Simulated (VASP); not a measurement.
Input:

```xyz
1
Lattice="-1.3753 1.3753 1.3753 1.3753 -1.3753 1.3753 1.3753 1.3753 -1.3753" Properties=species:S:1:pos:R:3 pbc="T T T"
Fe     0.0000     0.0000     0.0000
```
Starting moments (μB, in the order of the record's atoms Fe): 2.0.

Method: LDA (Ceperley-Alder, Perdew-Zunger), VASP's LDA PAW potentials (set 64) (plane waves; VASP 6.6.1). Settings: 520 eV cut-off, Gaussian smearing of 0.050 eV, potentials Fe.

Give the spin-up energies of bands 1 to 6 at the high-symmetry points, in eV from the Fermi level.

| band | Γ | H | N | P |
|---|---|---|---|---|
| 1 | -9.10 | -5.38 | -5.48 | -3.60 |
| 2 | -2.51 | -5.38 | -3.77 | -3.60 |
| 3 | -2.51 | 0.30 | -0.92 | -3.60 |
| 4 | -2.51 | 0.30 | -0.73 | -0.68 |
| 5 | -0.96 | 0.30 | 0.36 | -0.68 |
| 6 | -0.96 | 10.39 | 0.61 | 9.20 |

Give the spin-down energies of bands 1 to 6 at the high-symmetry points, in eV from the Fermi level.

```tsv
band	Γ	H	N	P
1	-8.72	-3.93	-4.35	-2.36
2	-0.90	-3.93	-2.32	-2.36
3	-0.90	2.13	0.74	-2.36
4	-0.90	2.13	1.07	1.50
5	1.16	2.13	1.44	1.50
6	1.16	10.85	2.48	10.15
```

It has no gap at this level: it comes out as a metal or semimetal.

The compound is Fe in the bcc structure. It was relaxed first, which changed the volume by -12 %.
